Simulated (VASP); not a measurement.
Output of a VASP run:

OSZICAR:
```
...
RMM:   5    -0.153408430262E+03    0.27149E-05   -0.31676E-05   798   0.121E-02
  21 F= -.15340843E+03 E0= -.15340843E+03  d E =-.105705E-01  mag=     1.0000
       N       E                     dE             d eps       ncg     rms          rms(c)
DAV:   1    -0.153408067280E+03    0.36570E-03   -0.46554E+00  1176   0.411E+00    0.386E-01
RMM:   2    -0.153412756941E+03   -0.46897E-02   -0.51159E-02  1152   0.408E-01    0.123E-01
RMM:   3    -0.153413346417E+03   -0.58948E-03   -0.63541E-03  1153   0.156E-01    0.110E-01
RMM:   4    -0.153413382082E+03   -0.35665E-04   -0.97874E-04  1194   0.663E-02    0.915E-02
RMM:   5    -0.153413353739E+03    0.28344E-04   -0.29576E-04  1152   0.346E-02    0.239E-02
RMM:   6    -0.153413361506E+03   -0.77677E-05   -0.56421E-05   855   0.143E-02
  22 F= -.15341336E+03 E0= -.15341336E+03  d E =-.493124E-02  mag=     1.0000
       N       E                     dE             d eps       ncg     rms          rms(c)
DAV:   1    -0.153412981524E+03    0.37221E-03   -0.68906E-01  1216   0.158E+00    0.153E-01
RMM:   2    -0.153413686933E+03   -0.70541E-03   -0.78091E-03  1152   0.157E-01    0.493E-02
RMM:   3    -0.153413782003E+03   -0.95070E-04   -0.98294E-04  1154   0.605E-02    0.427E-02
RMM:   4    -0.153413788475E+03   -0.64712E-05   -0.15008E-04  1166   0.254E-02    0.344E-02
RMM:   5    -0.153413785720E+03    0.27547E-05   -0.41909E-05   850   0.132E-02
  23 F= -.15341379E+03 E0= -.15341379E+03  d E =-.535546E-02  mag=     1.0000
       N       E                     dE             d eps       ncg     rms          rms(c)
DAV:   1    -0.153413222165E+03    0.56631E-03   -0.30914E+00  1176   0.337E+00    0.334E-01
RMM:   2    -0.153416497006E+03   -0.32748E-02   -0.36019E-02  1152   0.343E-01    0.979E-02
RMM:   3    -0.153416909954E+03   -0.41295E-03   -0.44937E-03  1155   0.131E-01    0.919E-02
RMM:   4    -0.153416931414E+03   -0.21460E-04   -0.65727E-04  1191   0.557E-02    0.754E-02
RMM:   5    -0.153416911615E+03    0.19799E-04   -0.20977E-04  1149   0.291E-02    0.167E-02
RMM:   6    -0.153416916610E+03   -0.49953E-05   -0.39482E-05   811   0.118E-02
  24 F= -.15341692E+03 E0= -.15341692E+03  d E =-.313089E-02  mag=     1.0000
       N       E                     dE             d eps       ncg     rms          rms(c)
DAV:   1    -0.153416610605E+03    0.30101E-03   -0.54188E-01  1216   0.141E+00    0.142E-01
RMM:   2    -0.153417194953E+03   -0.58435E-03   -0.64872E-03  1152   0.144E-01    0.426E-02
RMM:   3    -0.153417272328E+03   -0.77375E-04   -0.81471E-04  1155   0.554E-02    0.392E-02
RMM:   4    -0.153417276825E+03   -0.44969E-05   -0.11933E-04  1106   0.235E-02    0.314E-02
RMM:   5    -0.153417273976E+03    0.28492E-05   -0.36003E-05   814   0.126E-02
  25 F= -.15341727E+03 E0= -.15341727E+03  d E =-.348826E-02  mag=     1.0000
       N       E                     dE             d eps       ncg     rms          rms(c)
DAV:   1    -0.153416313713E+03    0.96311E-03   -0.23289E+00  1184   0.294E+00    0.303E-01
RMM:   2    -0.153418884016E+03   -0.25703E-02   -0.28479E-02  1152   0.306E-01    0.864E-02
RMM:   3    -0.153419217326E+03   -0.33331E-03   -0.36211E-03  1155   0.118E-01    0.822E-02
RMM:   4    -0.153419232024E+03   -0.14697E-04   -0.50160E-04  1186   0.498E-02    0.648E-02
RMM:   5    -0.153419219929E+03    0.12095E-04   -0.15212E-04  1133   0.257E-02    0.143E-02
RMM:   6    -0.153419223203E+03   -0.32739E-05   -0.27114E-05   783   0.101E-02
  26 F= -.15341922E+03 E0= -.15341922E+03  d E =-.194923E-02  mag=     1.0000
```

OUTCAR:
```
------------------------ aborting loop because EDIFF is reached ----------------------------------------
  FORCE on cell =-STRESS in cart. coord.  units (eV):
  Direction    XX          YY          ZZ          XY          YZ          ZX
  --------------------------------------------------------------------------------------
  Total       19.0501872     19.6780033     18.7684918     -1.3566639      1.4986040      0.7240367
  in kB       23.9102848     24.6982698     23.5567231     -1.7027770      1.8809289      0.9087534
  external PRESSURE =      24.0550925 kB  Pullay stress =       0.0000000 kB
  volume of cell :     1276.51
      direct lattice vectors                 reciprocal lattice vectors
     0.000000000  8.609905045  8.609905045    -0.058072650  0.058072650  0.058072650
     8.609905045  0.000000000  8.609905045     0.058072650 -0.058072650  0.058072650
     8.609905045  8.609905045  0.000000000     0.058072650  0.058072650 -0.058072650
  FREE ENERGIE OF THE ION-ELECTRON SYSTEM (eV)
  ---------------------------------------------------
  free  energy   TOTEN  =      -153.4192232031 eV

  energy  without entropy=     -153.4192232031  energy(sigma->0) =     -153.41922320

 total charge

# of ion       s       p       d       tot
------------------------------------------
    1        0.506   0.424   9.788  10.717
    2        0.506   0.426   9.788  10.720
    3        0.505   0.425   9.788  10.718
    4        0.513   0.433   9.788  10.734
    5        0.506   0.425   9.787  10.718
    6        0.503   0.432   9.794  10.729
    7        0.506   0.424   9.788  10.718
    8        0.506   0.425   9.787  10.719
    9        0.507   0.434   9.793  10.734
   10        0.515   0.431   9.787  10.732
   11        0.506   0.429   9.788  10.723
   12        0.525   0.449   9.788  10.761
   13        0.516   0.433   9.787  10.736
   14        0.514   0.432   9.788  10.735
   15        0.510   0.425   9.787  10.722
   16        0.513   0.431   9.788  10.732
   17        0.526   0.448   9.788  10.761
   18        0.507   0.427   9.788  10.722
   19        0.506   0.425   9.788  10.719
   20        0.520   0.433   9.788  10.740
   21        0.507   0.424   9.788  10.719
   22        0.516   0.426   9.787  10.729
   23        0.521   0.434   9.787  10.742
   24        0.507   0.424   9.788  10.718
   25        0.506   0.425   9.788  10.720
   26        0.514   0.433   9.788  10.735
   27        1.429   2.452   0.027   3.908
   28        1.453   2.396   0.039   3.887
   29        1.451   2.385   0.028   3.863
   30        1.423   2.448   0.025   3.896
   31        1.450   2.399   0.038   3.887
   32        1.422   2.457   0.025   3.904
   33        1.428   2.453   0.026   3.907
   34        1.436   2.436   0.027   3.899
   35        1.422   2.456   0.025   3.903
   36        1.423   2.455   0.024   3.902
   37        1.448   2.423   0.028   3.899
   38        1.422   2.456   0.024   3.903
   39        1.423   2.455   0.024   3.902
   40        1.423   2.458   0.025   3.906
   41        1.536   2.141   0.047   3.724
   42        1.423   2.455   0.024   3.901
   43        1.422   2.458   0.025   3.905
   44        1.423   2.458   0.025   3.906
   45        1.422   2.456   0.024   3.903
   46        1.426   2.456   0.026   3.908
   47        1.429   2.454   0.027   3.910
   48        1.422   2.456   0.025   3.903
...
```
(Selected blocks of OUTCAR.)

**POSCAR**
```
Zn26Se28
1
   -0.0000000000     8.6099050455     8.6099050455
    8.6099050455    -0.0000000000     8.6099050455
    8.6099050455     8.6099050455    -0.0000000000
Zn Se
26 28
Direct
  0.0000000000   0.0000000000   0.0000000000
  0.0000000000   0.0000000000   0.3333330000
  1.0000000000   1.0000000000   0.6666670000
  0.0000000000   0.3333330000   0.0000000000
  0.0000000000   0.3333330000   0.3333330000
  1.0000000000   0.3333330000   0.6666670000
  0.0000000000   0.6666670000   0.0000000000
  0.0000000000   0.6666670000   0.3333330000
  1.0000000000   0.6666670000   0.6666670000
  0.3333330000   0.0000000000   0.0000000000
  0.3333330000   0.0000000000   0.3333330000
  0.3333330000   1.0000000000   0.6666670000
  0.3333330000   0.3333330000   0.0000000000
  0.3333330000   0.3333330000   0.3333330000
  0.3333330000   0.6666670000   0.0000000000
  0.3333330000   0.6666670000   0.3333330000
  0.3333330000   0.6666670000   0.6666670000
  0.6666670000   0.0000000000   0.0000000000
  0.6666670000   0.0000000000   0.3333330000
  0.6666670000   1.0000000000   0.6666670000
  0.6666670000   0.3333330000   0.0000000000
  0.6666670000   0.3333330000   0.3333330000
  0.6666670000   0.3333330000   0.6666670000
  0.6666670000   0.6666670000   0.0000000000
  0.6666670000   0.6666670000   0.3333330000
  0.6666670000   0.6666670000   0.6666670000
  0.2500000000   0.2500000000   0.2500000000
  0.2515690000   0.2473100000   0.5804880000
  0.2450100000   0.2520850000   0.9195980000
  0.2500000000   0.5833330000   0.2500000000
  0.2534830000   0.5795080000   0.5840420000
  0.2500000000   0.5833330000   0.9166670000
  0.2500000000   0.9166670000   0.2500000000
  0.2500000000   0.9166670000   0.5833330000
  0.2500000000   0.9166670000   0.9166670000
  0.5833330000   0.2500000000   0.2500000000
  0.5838630000   0.2524120000   0.5770280000
  0.5833330000   0.2500000000   0.9166670000
  0.5833330000   0.5833330000   0.2500000000
  0.5833330000   0.5833330000   0.5833330000
  0.3312510000   0.3321160000   0.6643730000
  0.5833330000   0.5833330000   0.9166670000
  0.5833330000   0.9166670000   0.2500000000
  0.5833330000   0.9166670000   0.5833330000
  0.5833330000   0.9166670000   0.9166670000
  0.9166670000   0.2500000000   0.2500000000
  0.9166670000   0.2500000000   0.5833330000
  0.9166670000   0.2500000000   0.9166670000
  0.9166670000   0.5833330000   0.2500000000
  0.9166670000   0.5833330000   0.5833330000
  0.9166670000   0.5833330000   0.9166670000
  0.9166670000   0.9166670000   0.2500000000
  0.9166670000   0.9166670000   0.5833330000
  0.9166670000   0.9166670000   0.9166670000
```

**Question.** Write an INCAR and KPOINTS that could have produced this output.

**Answer.** Several could match; the one computed here: the input of the run itself, PBE GGA, plane waves, VASP's PBE PAW potentials (set 64).

**INCAR**
```
ALGO  =  Fast   ! Davidson, then RMM-DIIS
GGA  =  PE
IBRION  =  2
EDIFFG  =  -0.03   ! ionic stop
SIGMA  =  0.05
LWAVE  =  .False.
NELMIN  =  4
LORBIT  =  10
PREC  =  Normal
LCHARG  =  .False.
ISMEAR  =  0
LREAL  =  Auto
ISYM  =  0
ENCUT  =  400
NELM  =  100
LMAXMIX  =  4
LASPH  =  .True.   ! aspherical one-centre terms
SYSTEM  =  Zn26Se28
NUPDOWN  =  1
NSW  =  60   ! most ionic steps
EDIFF  =  1E-5   ! SCF stop (eV)
ISIF  =  2   ! forces and stress, cell fixed
ISPIN  =  2   ! spin-polarised
NELECT  =  481.0
```

File KPOINTS:
```
Automatic mesh
0
Gamma
1 1 1
0 0 0
```

POTCAR, in this order: Zn Se (PBE.64 set). Program: vasp_gam. The INCAR's line for the spin-polarised start is left out here.

The cell is charged, with a uniform compensating background. The supercell is sampled at Γ alone, which is coarse: total energies, pressure and levels can be off, energies of defects by several tenths of an eV. The run has a spin-polarised start.

The cell is a supercell with a defect, built from a database entry that may be metastable or hypothetical: Se_Zn, charge -1.
